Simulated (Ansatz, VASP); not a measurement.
# Ru (Ruthenium) in two plane-wave programs

Wanted: the spread between two codes on one cell, functional and k mesh. The cell is taken from a series of runs on this material, whose earlier steps may have relaxed, scaled, displaced or heated it; both programs get it as it stands.

Calculated with Ansatz 0.2.0; plane waves, with VASP 6.6.1 beside it; zone-centre phonons at PBEsol.

## (1) The structure

Symmetry: P6_3/mmc, No. 194, hexagonal system. Conventional cell: a = 2.583 Å, b = 2.583 Å, c = 4.344 Å, α = 90.00°, β = 90.00°, γ = 120.00°. Nearest to Ru lie 12 Ru at 2.58 to 2.63 Å.

Structure file:

```xyz
2
Lattice="2.5829 0.0000 0.0000 -1.2914 2.2368 0.0000 0.0000 0.0000 4.3440" Properties=species:S:1:pos:R:3 pbc="T T T"
Ru    0.0000    1.4912    1.0860
Ru    1.2914    0.7456    3.2580
```

## (2) VASP: zone-centre phonons, PBEsol

Second derivatives magnify differences that forces hide, and they need a tight electronic threshold.

Lines of VASP's logs that name or quote its potential files are left out, and so is its time.

INCAR

```
SYSTEM = Ru
PREC = Accurate
ENCUT = 500
EDIFF = 1E-08
NELM = 120
ISMEAR = 1
SIGMA = 0.2
LREAL = .FALSE.
ALGO = Normal
GGA = PS
NBANDS = 20
LASPH = .TRUE.
LORBIT = 11
LWAVE = .FALSE.
LCHARG = .FALSE.
ISIF = 2
IBRION = 8
GGA_COMPAT = .FALSE.
KPAR = 2
```

POSCAR

```
Ru
1.0
    2.5828791961      0.0000000000      0.0000000000
   -1.2914395980      2.2368389987      0.0000000000
    0.0000000000      0.0000000000      4.3439579585
Ru
2
Direct
    0.3333333334      0.6666666668      0.2500000000
    0.6666666668      0.3333333334      0.7500000000
```

KPOINTS

```
Automatic mesh
0
Gamma
18 18 12
0 0 0
```

The projector-augmented-wave data sets are Ru_pv (PBE family, release 64).

Run with:

```bash
$ mpirun -np 2 vasp_std
```

Numbers of over 12 decimals in the logs are rounded to 6 here.

The log of the run:

```text
[banner, memory and clock lines left out]
running    2 mpi-ranks, on    1 nodes
 distrk:  each k-point on    1 cores,    2 groups
 distr:  one band on    1 cores,    1 groups

 POSCAR found type information on POSCAR Ru
 POSCAR found :  1 types and       2 ions
|                                                                             |
|               ----> ADVICE to this user running VASP <----                  |
|                                                                             |
|     You enforced a specific xc type in the INCAR file but a different       |
|     [... a line on the potential file left out ...]
|     I HOPE YOU KNOW WHAT YOU ARE DOING!                                     |
|                                                                             |

 LDA part: xc-table for (Slater+PW92), standard interpolation
 POSCAR, INCAR and KPOINTS ok, starting setup
 FFT: planning ... GRIDC
 FFT: planning ... GRID_SOFT
 FFT: planning ... GRID
 WAVECAR not read
 entering main loop
       N       E                     dE             d eps       ncg     rms          rms(c)
DAV:   1     0.281337661347E+03    0.28134E+03   -0.17327E+04 10360   0.154E+03
DAV:   2    -0.156702786235E+02   -0.29701E+03   -0.28877E+03 10604   0.458E+02
DAV:   3    -0.215529478872E+02   -0.58827E+01   -0.58391E+01 11864   0.721E+01
DAV:   4    -0.215988207873E+02   -0.45873E-01   -0.45816E-01 13344   0.600E+00
DAV:   5    -0.215994618575E+02   -0.64107E-03   -0.63909E-03 11564   0.610E-01    0.233E+01
DAV:   6    -0.202357462999E+02    0.13637E+01   -0.29739E+00 12044   0.175E+01    0.717E+00
DAV:   7    -0.201288448970E+02    0.10690E+00   -0.69235E-01 11892   0.636E+00    0.114E+00
DAV:   8    -0.201187123046E+02    0.10133E-01   -0.28019E-02 11604   0.156E+00    0.356E-01
DAV:   9    -0.201182303004E+02    0.48200E-03   -0.95738E-04 11972   0.344E-01    0.357E-02
DAV:  10    -0.201182288801E+02    0.14203E-05   -0.14048E-04 11476   0.122E-01    0.315E-02
DAV:  11    -0.201182263187E+02    0.25614E-05   -0.13119E-05 11732   0.357E-02    0.155E-03
DAV:  12    -0.201182262857E+02    0.33066E-07   -0.32687E-07 11744   0.530E-03    0.177E-03
DAV:  13    -0.201182262404E+02    0.45292E-07   -0.20287E-08  7628   0.151E-03    0.451E-04
DAV:  14    -0.201182262456E+02   -0.52250E-08   -0.10327E-09  6916   0.349E-04
   1 F= -.20118226E+02 E0= -.20118436E+02  d E =0.627949E-03
 Linear response reoptimize wavefunctions to high precision
DAV:   1    -0.201182262454E+02    0.16098E-09   -0.13484E-10  6864   0.134E-04
DAV:   2    -0.201182262454E+02    0.22283E-10   -0.14326E-11  6300   0.446E-05
 Linear response DOF=           2
 Linear response progress:
  Degree of freedom:   1/  2
       N       E                     dE             d eps       ncg     rms          rms(c)
RMM:   1    -0.505496365096E+00   -0.50550E+00    0.27781E+00 46370   0.590E+01
RMM:   2    -0.606245024782E+00   -0.10075E+00   -0.10928E-01 63588   0.279E+00    0.156E-01
RMM:   3    -0.604558913853E+00    0.16861E-02   -0.35117E-03 73127   0.496E-01    0.694E-02
RMM:   4    -0.603068533984E+00    0.14904E-02   -0.47259E-04 73509   0.181E-01    0.264E-02
RMM:   5    -0.602818970850E+00    0.24956E-03   -0.38575E-05 88442   0.454E-02    0.987E-03
RMM:   6    -0.602709524010E+00    0.10945E-03   -0.48398E-05 79754   0.117E-02    0.373E-03
RMM:   7    -0.602710867898E+00   -0.13439E-05   -0.49927E-05 79645   0.555E-03    0.759E-04
RMM:   8    -0.602733192523E+00   -0.22325E-04   -0.29571E-05 92543   0.214E-03    0.331E-04
RMM:   9    -0.602741343989E+00   -0.81515E-05   -0.17829E-05 85845   0.995E-04    0.548E-05
RMM:  10    -0.602741337481E+00    0.65084E-08   -0.99806E-06100424   0.525E-04    0.210E-05
RMM:  11    -0.602741771392E+00   -0.43391E-06   -0.56591E-06 84483   0.316E-04    0.849E-06
RMM:  12    -0.602741749923E+00    0.21468E-07   -0.31990E-06 92782   0.220E-04    0.376E-06
RMM:  13    -0.602741701999E+00    0.47925E-07   -0.18860E-06 99322   0.166E-04    0.177E-06
RMM:  14    -0.602741756410E+00   -0.54411E-07   -0.11295E-06 85062   0.142E-04    0.314E-07
RMM:  15    -0.602741768909E+00   -0.12499E-07   -0.68909E-07 84354   0.124E-04    0.377E-07
RMM:  16    -0.602741779195E+00   -0.10286E-07   -0.44025E-07 72893   0.115E-04    0.202E-07
RMM:  17    -0.602741787467E+00   -0.82722E-08   -0.28994E-07 61446   0.109E-04    0.130E-07
RMM:  18    -0.602741786358E+00    0.11090E-08   -0.20721E-07 50227   0.105E-04    0.279E-07
RMM:  19    -0.602741799334E+00   -0.12976E-07   -0.14186E-07 72717   0.104E-04    0.198E-07
RMM:  20    -0.602741795782E+00    0.35521E-08   -0.11273E-07 49262   0.102E-04    0.324E-08
 first order change of Fermi-energy  -0.66607E-05
 force on displaced ion       1 direction 1 :  -7.901   0.001   0.000
 Linear response progress:
  Degree of freedom:   2/  2
       N       E                     dE             d eps       ncg     rms          rms(c)
RMM:   1    -0.643402539153E+00   -0.64340E+00    0.34935E+00 16011   0.601E+01
RMM:   2    -0.757338343841E+00   -0.11394E+00   -0.12745E-01 22072   0.297E+00    0.148E-01
RMM:   3    -0.757394474350E+00   -0.56131E-04   -0.36781E-03 25434   0.467E-01    0.745E-02
RMM:   4    -0.756575850964E+00    0.81862E-03   -0.59728E-04 24752   0.169E-01    0.308E-02
RMM:   5    -0.756479602321E+00    0.96249E-04    0.48515E-07 28870   0.576E-02    0.209E-02
RMM:   6    -0.756355273571E+00    0.12433E-03    0.12606E-05 26472   0.221E-02    0.939E-03
RMM:   7    -0.756283624769E+00    0.71649E-04   -0.39662E-05 28728   0.972E-03    0.268E-03
RMM:   8    -0.756269195008E+00    0.14430E-04   -0.11866E-05 27697   0.308E-03    0.619E-04
RMM:   9    -0.756271579837E+00   -0.23848E-05   -0.12578E-05 30181   0.142E-03    0.116E-04
RMM:  10    -0.756272444369E+00   -0.86453E-06   -0.88884E-06 29403   0.672E-04    0.261E-05
RMM:  11    -0.756273020621E+00   -0.57625E-06   -0.94551E-06 29522   0.359E-04    0.933E-06
RMM:  12    -0.756272900883E+00    0.11974E-06   -0.63590E-06 30092   0.249E-04    0.324E-06
RMM:  13    -0.756272650214E+00    0.25067E-06   -0.39521E-06 32427   0.184E-04    0.157E-06
RMM:  14    -0.756272495117E+00    0.15510E-06   -0.24484E-06 32605   0.148E-04    0.109E-06
RMM:  15    -0.756272425311E+00    0.69806E-07   -0.16169E-06 29372   0.128E-04    0.108E-06
RMM:  16    -0.756272412701E+00    0.12611E-07   -0.12773E-06 29607   0.118E-04    0.484E-07
RMM:  17    -0.756272407904E+00    0.47962E-08   -0.10273E-06 30009   0.110E-04    0.190E-07
RMM:  18    -0.756272358287E+00    0.49618E-07   -0.55669E-07 20971   0.103E-04    0.279E-07
RMM:  19    -0.756272344458E+00    0.13829E-07   -0.38702E-07 17422   0.999E-05    0.252E-07
RMM:  20    -0.756272334540E+00    0.99185E-08   -0.25653E-07 16712   0.979E-05    0.311E-07
RMM:  21    -0.756272327662E+00    0.68780E-08   -0.18750E-07 15998   0.965E-05    0.359E-07
RMM:  22    -0.756272317557E+00    0.10105E-07   -0.11735E-07 15614   0.956E-05    0.515E-07
RMM:  23    -0.756272317713E+00   -0.15644E-09   -0.73805E-08 17962   0.952E-05    0.340E-07
 first order change of Fermi-energy   0.40536E-04
 force on displaced ion       1 direction 3 :  -0.000  -0.000 -12.916
 Linear response finished
```

OUTCAR, selected parts (step 2):

```text
ion  position               nearest neighbor table
   1  0.333  0.667  0.250-   2 2.63   2 2.63   2 2.63   2 2.63   2 2.63   2 2.63
   2  0.667  0.333  0.750-   1 2.63   1 2.63   1 2.63   1 2.63   1 2.63   1 2.63

  LATTYP: Found a hexagonal cell.
 ALAT       =     2.5828791961
 C/A-ratio  =     1.6818277700

 Subroutine GETGRP returns: Found 24 space group operations
 (whereof 12 operations were pure point group operations)

The static configuration has the point symmetry D_3d.
 The point group associated with its full space group is D_6h.

 Found    259 irreducible k-points:

   k-points           NKPTS =    259   k-points in BZ     NKDIM =    259   number of bands    NBANDS=     20

   dimension x,y,z NGX =    20 NGY =   20 NGZ =   32
   dimension x,y,z NGXF=    40 NGYF=   40 NGZF=   64

   ENCUT  =  500.0 eV  36.75 Ry    6.06 a.u.   4.71  4.71  7.92*2*pi/ulx,y,z

   NELECT =      28.0000    total number of electrons

 k-points in reciprocal lattice and weights: Automatic mesh
   0.00000000  0.00000000  0.00000000       0.000
   0.05555556 -0.00000000  0.00000000       0.002
   0.11111111 -0.00000000  0.00000000       0.002
   0.16666667  0.00000000  0.00000000       0.002
   0.22222222 -0.00000000  0.00000000       0.002
   0.27777778 -0.00000000  0.00000000       0.002
   0.33333333 -0.00000000  0.00000000       0.002
   0.38888889 -0.00000000  0.00000000       0.002
   0.44444444 -0.00000000  0.00000000       0.002
[...]
0.33333333  0.27777778  0.50000000       0.003
   0.33333333  0.33333333  0.50000000       0.001

 average (electrostatic) potential at core
       1 -65.7119       2 -65.7119

  Total        5.8039453      5.8039453      0.0002994      0.0000000      0.0000000      0.0000000
  in kB      370.5181251    370.5181251      0.0191160      0.0000000      0.0000000      0.0000000
  external PRESSURE =     247.0184554 kB  Pullay stress =       0.0000000 kB

  energy-cutoff  :      500.00
  volume of cell :       25.10
      direct lattice vectors                 reciprocal lattice vectors
     2.582879196  0.000000000  0.000000000     0.387164836  0.223529722  0.000000000
    -1.291439598  2.236838999  0.000000000     0.000000000  0.447059444  0.000000000
     0.000000000  0.000000000  4.343957958     0.000000000  0.000000000  0.230204806

 POSITION                                       TOTAL-FORCE (eV/Angst)
 -----------------------------------------------------------------------------------
      0.00000      1.49123      1.08599        -0.000000     -0.000000     -0.000000
      1.29144      0.74561      3.25797         0.000000      0.000000      0.000000
 -----------------------------------------------------------------------------------
    total drift:                               -0.000000     -0.000000      0.000000

 Eigenvectors and eigenvalues of the dynamical matrix
 ----------------------------------------------------

   1 f  =    7.903422 THz    49.658668 2PiTHz  263.629796 cm-1    32.685914 meV
             X         Y         Z           dx          dy          dz
      0.000000  1.491226  1.085989     0.000000    0.000000    0.707107
      1.291440  0.745613  3.257968     0.000000   -0.000000   -0.707107

   2 f  =    6.181569 THz    38.839946 2PiTHz  206.194962 cm-1    25.564906 meV
             X         Y         Z           dx          dy          dz
      0.000000  1.491226  1.085989    -0.612535   -0.353272   -0.000000
      1.291440  0.745613  3.257968     0.612535    0.353272   -0.000000

   3 f  =    6.181569 THz    38.839946 2PiTHz  206.194962 cm-1    25.564906 meV
             X         Y         Z           dx          dy          dz
      0.000000  1.491226  1.085989    -0.353272    0.612535    0.000000
      1.291440  0.745613  3.257968     0.353272   -0.612535    0.000000

   4 f  =    0.000000 THz     0.000001 2PiTHz    0.000003 cm-1     0.000000 meV
             X         Y         Z           dx          dy          dz
      0.000000  1.491226  1.085989     0.000488    0.695234   -0.129032
      1.291440  0.745613  3.257968     0.000488    0.695234   -0.129032

   5 f  =    0.000000 THz     0.000000 2PiTHz    0.000001 cm-1     0.000000 meV
             X         Y         Z           dx          dy          dz
      0.000000  1.491226  1.085989     0.707107   -0.000466    0.000166
      1.291440  0.745613  3.257968     0.707107   -0.000466    0.000166

   6 f/i=    0.000000 THz     0.000001 2PiTHz    0.000003 cm-1     0.000000 meV
             X         Y         Z           dx          dy          dz
      0.000000  1.491226  1.085989    -0.000078    0.129032    0.695234
      1.291440  0.745613  3.257968    -0.000078    0.129032    0.695234

 ELASTIC MODULI CONTR FROM IONIC RELAXATION (kBar)
 Direction    XX          YY          ZZ          XY          YZ          ZX
 --------------------------------------------------------------------------------
 XX        -124.4333    124.4333     -0.0000     -0.0000      0.0000      0.0000
 YY         124.4333   -124.4333      0.0000     -0.0000      0.0000      0.0000
 ZZ          -0.0000      0.0000     -0.0000      0.0000      0.0000      0.0000
 XY          -0.0000     -0.0000      0.0000   -124.4333      0.0000      0.0000
 YZ           0.0000      0.0000      0.0000      0.0000      0.0000      0.0000
 ZX           0.0000      0.0000      0.0000      0.0000      0.0000      0.0000
 --------------------------------------------------------------------------------
```

[end of part 1 of 2]

[Lines on the potential files, build, host, timing and source positions are cut from VASP's logs without a mark.]

[Logs are printed without paths, hosts, clocks, repeated set-up lines and the standing remarks that a program may print on its own settings, such as how far it seeks lower states.]

[Hosts, paths, dates, database ids (printed as entryN), source tags and the programs' standing remarks are cut or masked in the printed files.]
